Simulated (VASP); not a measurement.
Output of a VASP run:

OUTCAR:
```
 ion  position               nearest neighbor table
   1  0.000  0.000  0.000-   2 2.39   2 2.39   2 2.39   2 2.39
   2  0.250  0.250  0.250-   1 2.39   1 2.39   1 2.39   1 2.39
  LATTYP: Found a face centered cubic cell.
 ALAT       =     5.5182000000
 Subroutine PRICEL returns:
 Original cell was already a primitive cell.
 Subroutine GETGRP returns: Found 24 space group operations
The static configuration has the point symmetry T_d .
The dynamic configuration has the point symmetry T_d .
 Subroutine INISYM returns: Found 24 space group operations
 Subroutine IBZKPT returns following result:
 Found     47 irreducible k-points:

 Following reciprocal coordinates:
            Coordinates               Weight
  0.000000  0.000000  0.000000      1.000000
  0.100000  0.000000  0.000000      8.000000
  0.200000  0.000000  0.000000      8.000000
  0.300000  0.000000  0.000000      8.000000
  0.400000  0.000000  0.000000      8.000000
  0.500000  0.000000  0.000000      4.000000
  0.100000  0.100000  0.000000      6.000000
  0.200000  0.100000  0.000000     24.000000
  0.300000  0.100000  0.000000     24.000000
  0.400000  0.100000  0.000000     24.000000
  0.500000  0.100000  0.000000     24.000000
 -0.400000  0.100000  0.000000     24.000000
 -0.300000  0.100000  0.000000     24.000000
 -0.200000  0.100000  0.000000     24.000000
 -0.100000  0.100000  0.000000     12.000000
  0.200000  0.200000  0.000000      6.000000
  0.300000  0.200000  0.000000     24.000000
  0.400000  0.200000  0.000000     24.000000
  0.500000  0.200000  0.000000     24.000000
 -0.400000  0.200000  0.000000     24.000000
 -0.300000  0.200000  0.000000     24.000000
 -0.200000  0.200000  0.000000     12.000000
  0.300000  0.300000  0.000000      6.000000
  0.400000  0.300000  0.000000     24.000000
  0.500000  0.300000  0.000000     24.000000
 -0.400000  0.300000  0.000000     24.000000
 -0.300000  0.300000  0.000000     12.000000
  0.400000  0.400000  0.000000      6.000000
  0.500000  0.400000  0.000000     24.000000
 -0.400000  0.400000  0.000000     12.000000
  0.500000  0.500000  0.000000      3.000000
  0.300000  0.200000  0.100000     24.000000
  0.400000  0.200000  0.100000     48.000000
  0.500000  0.200000  0.100000     48.000000
 -0.400000  0.200000  0.100000     24.000000
  0.400000  0.300000  0.100000     24.000000
  0.500000  0.300000  0.100000     48.000000
 -0.400000  0.300000  0.100000     48.000000
 -0.300000  0.300000  0.100000     48.000000
 -0.200000  0.300000  0.100000     24.000000
   k-points           NKPTS =     47   k-points in BZ     NKDIM =     47   number of bands    NBANDS=     13
   number of dos      NEDOS =    301   number of ions     NIONS =      2
   total plane-waves  NPLWV =  21952
   dimension x,y,z NGX =    28 NGY =   28 NGZ =   28
   dimension x,y,z NGXF=    56 NGYF=   56 NGZF=   56
   ions per type =               1   1
   PREC   = accura    normal or accurate (medium, high low for compatibility)
   ISTART =      0    job   : 0-new  1-cont  2-samecut
   ICHARG =      2    charge: 1-file 2-atom 10-const
   ISPIN  =      1    spin polarized calculation?
   LNONCOLLINEAR =      F non collinear calculations
   LSORBIT =      F    spin-orbit coupling
   INIWAV =      1    electr: 0-lowe 1-rand  2-diag
   ENCUT  =  400.0 eV  29.40 Ry    5.42 a.u.   6.36  6.36  6.36*2*pi/ulx,y,z
   NELM   =    100;   NELMIN=  2; NELMDL= -5     # of ELM steps
   EDIFF  = 0.1E-05   stopping-criterion for ELM
   LREAL  =      F    real-space projection
   NLSPLINE    = F    spline interpolate recip. space projectors
   LMAXMIX     =    4 max onsite mixed and CHGCAR
   VOSKOWN=      0    Vosko Wilk Nusair interpolation
   EDIFFG = 0.1E-04   stopping-criterion for IOM
   NSW    =      0    number of steps for IOM
   NBLOCK =      1;   KBLOCK =      1    inner block; outer block
   IBRION =     -1    ionic relax: 0-MD 1-quasi-New 2-CG
...
```

### OSZICAR
```
       N       E                     dE             d eps       ncg     rms          rms(c)
DAV:   1     0.783483090892E+02    0.78348E+02   -0.78393E+03  1222   0.134E+03
DAV:   2    -0.187171979755E+01   -0.80220E+02   -0.76391E+02  1342   0.252E+02
DAV:   3    -0.720332915936E+01   -0.53316E+01   -0.53064E+01  1517   0.673E+01
DAV:   4    -0.726689545819E+01   -0.63566E-01   -0.63548E-01  1362   0.794E+00
DAV:   5    -0.726790816362E+01   -0.10127E-02   -0.10127E-02  1517   0.986E-01    0.631E+00
DAV:   6    -0.685335508146E+01    0.41455E+00   -0.95560E-01  1837   0.355E+01    0.493E+00
DAV:   7    -0.683871644694E+01    0.14639E-01   -0.31087E-01  1302   0.536E+00    0.253E+00
DAV:   8    -0.683820954044E+01    0.50691E-03   -0.55335E-03  1387   0.676E-01    0.712E-01
DAV:   9    -0.683853974651E+01   -0.33021E-03   -0.97545E-04  1420   0.327E-01    0.128E-01
DAV:  10    -0.683869121905E+01   -0.15147E-03   -0.18863E-04  1357   0.132E-01    0.614E-02
DAV:  11    -0.683871426889E+01   -0.23050E-04   -0.37563E-05  1355   0.835E-02    0.843E-03
DAV:  12    -0.683871573944E+01   -0.14705E-05   -0.31371E-06  1412   0.243E-02    0.677E-03
DAV:  13    -0.683871557068E+01    0.16876E-06   -0.39606E-07   861   0.159E-02
   1 F= -.68387156E+01 E0= -.68387156E+01  d E =-.778712E-12
```

**OUTCAR**
```
------------------------ aborting loop because EDIFF is reached ----------------------------------------
  FORCE on cell =-STRESS in cart. coord.  units (eV):
  Direction    XX          YY          ZZ          XY          YZ          ZX
  --------------------------------------------------------------------------------------
  Total       -0.7043240     -0.7043240     -0.7043240      0.0000000      0.0000000      0.0000000
  in kB      -26.8627660    -26.8627660    -26.8627660      0.0000000      0.0000000      0.0000000
  external PRESSURE =     -26.8627660 kB  Pullay stress =       0.0000000 kB
  volume of cell :       42.01
      direct lattice vectors                 reciprocal lattice vectors
     0.000000000  2.759100000  2.759100000    -0.181218513  0.181218513  0.181218513
     2.759100000  0.000000000  2.759100000     0.181218513 -0.181218513  0.181218513
     2.759100000  2.759100000  0.000000000     0.181218513  0.181218513 -0.181218513
  FREE ENERGIE OF THE ION-ELECTRON SYSTEM (eV)
  ---------------------------------------------------
  free  energy   TOTEN  =        -6.8387155707 eV

  energy  without entropy=       -6.8387155707  energy(sigma->0) =       -6.83871557
```
(Selected blocks of OUTCAR.)

File POSCAR:
```
ZnS
1
    0.0000000000     2.7591000000     2.7591000000
    2.7591000000     0.0000000000     2.7591000000
    2.7591000000     2.7591000000     0.0000000000
Zn S
1 1
Direct
  0.0000000000   0.0000000000   0.0000000000
  0.2500000000   0.2500000000   0.2500000000
```

**Question.** Reconstruct the remaining input files.

**Answer.** This is not unique; one that fits is the input of the run itself, PBE GGA, plane waves, VASP's PBE PAW potentials (set 64).

**KPOINTS**
```
Automatic mesh
0
Gamma
10 10 10
0 0 0
```

**INCAR**
```
# general
SYSTEM   =  ZnS
PREC     =  Accurate
ENCUT    =  400   # plane-wave cut-off (eV)
LREAL    =  .FALSE.   # projection in real space or not
LASPH    =  .TRUE.   # aspherical one-centre terms

# electronic loop
EDIFF    =  1E-6   # SCF stop (eV)
NELM     =  100   # most electronic steps
ALGO     =  Normal   # blocked Davidson
LMAXMIX  =  4

# smearing
ISMEAR   =  0
SIGMA    =  0.05   # width (eV)

# functional
GGA      =  PE

# ions
ISIF     =  2   # forces and stress, cell fixed

# output
LWAVE    =  .FALSE.
LCHARG   =  .FALSE.
```

POTCAR, in this order: Zn S (PBE.64 set). Program: vasp_std.

The compound is ZnS in the zinc blende structure. The cell was not relaxed at this level. The run is one of a series of settings (KPOINTS 10×10×10 Γ-centred mesh against the base run), some of them coarse on purpose.
